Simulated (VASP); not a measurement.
Input:

```yaml
crystal:
  lattice:
    - [4.03862, 0.00000, 0.00000]
    - [-2.01931, 3.49755, 0.00000]
    - [0.00000, 0.00000, 5.05534]
  atoms:
    - { symbol: Pd, position: [0.00000, 0.00000, 0.00000] }
    - { symbol: Te, position: [0.33333, 0.66667, 0.26729] }
    - { symbol: Te, position: [0.66667, 0.33333, 0.73271] }
```

All values below come from PBEsol GGA, VASP's PBE PAW potentials (set 64) (plane waves; VASP). Run with 400 eV cut-off, Gaussian smearing of 0.050 eV, potentials Pd Te.

Give the energies of bands 3 to 14 at the high-symmetry points, in eV from the Fermi level.

| band | Γ | M | K | A | L | H |
|---|---|---|---|---|---|---|
| 3 | -6.24 | -5.91 | -5.86 | -5.04 | -6.50 | -5.79 |
| 4 | -5.16 | -4.54 | -5.07 | -5.04 | -5.72 | -5.79 |
| 5 | -5.16 | -4.35 | -5.07 | -3.99 | -4.91 | -4.57 |
| 6 | -3.47 | -3.51 | -3.95 | -3.50 | -3.80 | -4.08 |
| 7 | -3.47 | -3.27 | -3.95 | -3.50 | -3.27 | -3.71 |
| 8 | -2.39 | -3.25 | -3.34 | -1.95 | -3.20 | -3.71 |
| 9 | -0.11 | -3.16 | -1.67 | -1.03 | -2.92 | -3.24 |
| 10 | -0.11 | -2.89 | -1.67 | -1.03 | -1.88 | -2.65 |
| 11 | 0.56 | -2.42 | -1.46 | -0.88 | -0.34 | -2.65 |
| 12 | 0.56 | -0.03 | -0.43 | 1.92 | 0.01 | 2.63 |
| 13 | 1.93 | 2.45 | -0.43 | 1.92 | 1.33 | 2.63 |
| 14 | 2.87 | 3.85 | 3.63 | 4.60 | 4.74 | 7.13 |

It has no gap at this level: it comes out as a metal or semimetal.

The structure comes from a measured Te2Pd entry (P-3m1) of the Crystallography Open Database, whose conditions weren't checked. It was relaxed first.
